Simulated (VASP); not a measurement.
VASP ran on this input.

**POSCAR**
```
NiN
1
    3.4808690000     0.0000000000     0.0000000000
   -1.7404350000     3.0145210000     0.0000000000
    0.0000000000     0.0000000000     4.8514790000
Ni N
2 2
Direct
  0.0000000000   0.0000000000   0.0000000000
  0.0000000000   0.0000000000   0.5000000000
  0.3333330000   0.6666670000   0.2500000000
  0.6666670000   0.3333330000   0.7500000000
```

INCAR:
```
! general
SYSTEM  = NiN
PREC    = Accurate
ENCUT   = 520
LREAL   = F   ! projection in real space or not
LASPH   = T   ! aspherical one-centre terms

! electronic loop
EDIFF   = 1E-6   ! SCF stop (eV)
NELM    = 100   ! most electronic steps
ALGO    = Normal   ! blocked Davidson
LMAXMIX = 4

! smearing
ISMEAR  = 0
SIGMA   = 0.05   ! width (eV)

! functional
GGA     = PE   ! PBE

! spin
ISPIN   = 2   ! spin-polarised
MAGMOM  = 2*2.0 2*0.0

! ions
ISIF    = 2

! output
LWAVE   = F
LCHARG  = F
LORBIT  = 10
```

### KPOINTS
```
Regular mesh
0
G
7 7 4
0 0 0
```

POTCAR, in this order: Ni N (PBE.64 set). Program: vasp_std.

Question: Translate this PBE calculation to Quantum ESPRESSO's pw.x.

Answer: One equivalent input (not run):
```
&CONTROL
  calculation = 'scf'
  pseudo_dir = './pseudo'
  outdir = './out'
  tprnfor = .true.
  tstress = .true.
/
&SYSTEM
  ibrav = 0
  nat = 4
  ntyp = 2
  ecutwfc = 98
  occupations = 'smearing'
  smearing = 'gaussian'
  degauss = 0.003675
  input_dft = 'pbe'
  nspin = 2
  starting_magnetization(1) = 0.2
/
&ELECTRONS
  conv_thr = 7.3e-08
  electron_maxstep = 100
/
ATOMIC_SPECIES
  Ni 58.693 Ni.upf
  N 14.007 N.upf
CELL_PARAMETERS angstrom
     3.4808690    0.0000000    0.0000000
    -1.7404350    3.0145210    0.0000000
     0.0000000    0.0000000    4.8514790
ATOMIC_POSITIONS crystal
  Ni   0.0000000  0.0000000  0.0000000
  Ni   0.0000000  0.0000000  0.5000000
  N    0.3333330  0.6666670  0.2500000
  N    0.6666670  0.3333330  0.7500000
K_POINTS automatic
  7 7 4 0 0 0
```
Limits of the translation: the potentials are each code's own (VASP's PAW set, PseudoDojo norm-conserving files in pw.x), so ENCUT and ecutwfc are chosen apart and not converted; conv_thr bounds pw.x's estimated SCF error, while EDIFF bounds the energy change between steps; starting_magnetization is a fraction of the valence charge and MAGMOM a moment in μB, so they match only roughly.

The structure was generated: NiN was put into the NiAs type (P6_3/mmc), which need not be its known phase. The cell was not relaxed at this level. The k-mesh is coarse (spacing up to 0.32 per Å, 2π included), so the numbers may not be converged in it.
